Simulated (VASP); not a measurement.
Input:

```
CELL_PARAMETERS angstrom
     -0.04037     2.69125     2.69125
      2.65088     0.00000     2.65088
      2.69125     2.69125    -0.04037
ATOMIC_POSITIONS crystal
  Zn 0.99726 0.00274 0.99726
  S  0.25274 0.24726 0.25274
```

All values below come from r2SCAN meta-GGA, VASP's PBE PAW potentials (set 64) (plane waves; VASP). Numerical set-up: 480 eV cut-off, 8×8×8 Γ-centred mesh, Gaussian smearing of 0.050 eV, potentials Zn S.

**Question.** Give the stress tensor in GPa (positive for a compressed cell).

**Answer.** 
```
0.26  0.00  1.51
0.00  0.25  0.00
1.51  0.00  0.26
```
The pressure is its mean diagonal, 0.26 GPa.

The compound is ZnS in the zinc blende structure. This cell was strained or had an atom moved on purpose. Symmetry was kept, so distortions that lower it aren't found.
